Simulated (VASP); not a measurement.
The system is Al2Cu.

```
Al Cu
1.0
    -3.03350    3.03350    2.43850
     3.03350   -3.03350    2.43850
     3.03350    3.03350   -2.43850
Al Cu
4 2
Cartesian
  0.9592 3.9927 0.0000
  2.0743 0.9592 0.0000
  2.0743 -0.9592 2.4385
  0.9592 2.0743 2.4385
  0.0000 0.0000 1.2192
  0.0000 0.0000 3.6578
```

The cell was built by a generator and needn't be a form met in nature.

| Property | Result |
| --- | --- |
| Program | VASP 6.6.1 |
| Task | relaxation of cell and atoms |
| Functional | LDA |
| Potentials or basis | VASP PAW LDA potentials, release 64 (Al, Cu) |
| Cutoff | 600 eV |
| k mesh | 14 × 14 × 14 |
| Occupations | methfessel-paxton, width 0.2 eV |
| Spin | no spin polarisation |

At the start: pressure -6.2 GPa; volume 14.96 Å³/atom.

Question: Where does the relaxation end?

Answer: Over 9 steps the energy falls by 18.2 meV/atom and the volume is 14.07 Å³/atom (-6.0 %); space group I4/mcm (No. 140, to 0.05 Å).

Step by step:
```csv
step,energy change (eV),largest force (eV/Å),pressure (GPa),volume (Å³)
1,0.0000,0.1125,-6.18,89.76
2,-0.0915,0.0234,2.85,82.46
3,-0.1086,0.0524,-0.02,84.44
4,-0.1086,0.0509,0.21,84.33
5,-0.1090,0.0327,-0.08,84.54
6,-0.1090,0.0262,-0.27,84.62
7,-0.1093,0.0052,-0.22,84.56
8,-0.1093,0.0085,-0.15,84.52
9,-0.1093,0.0033,0.07,84.40
```

Final structure:
```
Al Cu
1.0
    -2.97128    2.97128    2.38986
     2.97128   -2.97128    2.38986
     2.97128    2.97128   -2.38986
Al Cu
4 2
Direct
  0.65938 0.15938 0.81876
  0.15938 0.34062 0.50000
  0.34062 0.84062 0.18124
  0.84062 0.65938 0.50000
  0.25000 0.25000 0.00000
  0.75000 0.75000 0.00000
```
